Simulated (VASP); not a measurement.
```
Ba
1.0
   -2.45838     2.45838     2.45838
    2.45838    -2.45838     2.45838
    2.45838     2.45838    -2.45838
Ba
1
Cartesian
  0.00000   0.00000   0.00000
```

Level of theory: optB88-vdW, VASP's PBE PAW potentials (set 64) (plane waves; VASP). Run with 520 eV cut-off, 10×10×10 Γ-centred mesh, first-order Methfessel-Paxton smearing of 0.10 eV, potentials Ba_sv.

Unless said otherwise, spin-orbit coupling is left out, though it shifts the bands of the heavy elements here.

### Question
What does the run give for the energy per atom (σ→0), band gap (on the k-mesh) with the smallest direct gap where there is one?

### Answer

```
Property                                                     Value
------------------------  ----------------------------------------
band gap (on the k-mesh)  none (metal, semimetal or under 0.01 eV)
energy per atom (σ→0)                                0.278 eV/atom
```

Total energies compare only between runs with the same potentials, cut-off and functional.

The compound is Ba in the bcc structure. It was relaxed first, which changed the volume by -6 %. The start is the result of an earlier pass.
